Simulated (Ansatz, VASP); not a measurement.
## Mg2NCl in VASP and in Ansatz

```
Mg N Cl
1.0
     1.66067    0.95879    6.00298
    -1.66067    0.95879    6.00298
     0.00000   -1.91757    6.00298
Mg N Cl
2 1 1
Cartesian
  0.0000 0.0000 4.0127
  0.0000 0.0000 13.9963
  0.0000 0.0000 9.0045
  0.0000 0.0000 0.0000
```

The cell comes from a database or a generator and needn't be the stable form of this composition.

Alike in both runs: task single point; functional PBE; k mesh 12 × 12 × 12; occupations gaussian, width 0.05 eV; no spin polarisation.

|  | VASP | Ansatz |
| --- | --- | --- |
| version | VASP 6.6.1 | Ansatz 0.2.0 |
| potentials or method | VASP PAW PBE potentials, release 64 (Mg, N, Cl) | scalar-relativistic, plane waves, PAW |
| plane-wave cutoff (eV) | 520 | 420 |
| valence electrons in the cell | 16 | 32 |

```csv
,VASP,Ansatz,Ansatz less VASP
gap on the k mesh at the Fermi level (eV),2.20,2.25,+0.042
least direct gap on the mesh (eV),2.20,2.25,+0.042
pressure (GPa),-0.4,-0.1,+0.34
largest component of the traceless stress (GPa),0.03,0.14,+0.103
rms of the force components (eV/Å),0.024,0.004,-0.0202
```

Atom by atom the forces differ by 0.020 eV/Å (rms over components). The two sets of potentials don't hold the same shells in valence.

A k mesh can miss the band edges.
